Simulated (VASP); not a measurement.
Here is the system:

```yaml
crystal:
  lattice:
    - [0.00000, 2.44427, 2.44427]
    - [2.44427, 0.00000, 2.44427]
    - [2.44427, 2.44427, 0.00000]
  atoms:
    - { symbol: Be, position: [0.00000, 0.00000, 0.00000] }
    - { symbol: S, position: [0.25000, 0.25000, 0.25000] }
```

Computed with PBEsol GGA, VASP's PBE PAW potentials (set 64) (plane waves; VASP). Run with 520 eV cut-off, 9×9×9 Γ-centred mesh, Gaussian smearing of 0.050 eV, potentials Be S.

Q: Predict the energy per atom (σ→0), pressure.

A: 
The energy per atom (σ→0) comes out as -5.279 eV/atom and the pressure comes out as -2.71 GPa.

Total energies compare only between runs with the same potentials, cut-off and functional.

The compound is BeS in the zinc blende structure. This cell is one point of a volume scan, at 1.03 of the reference volume.
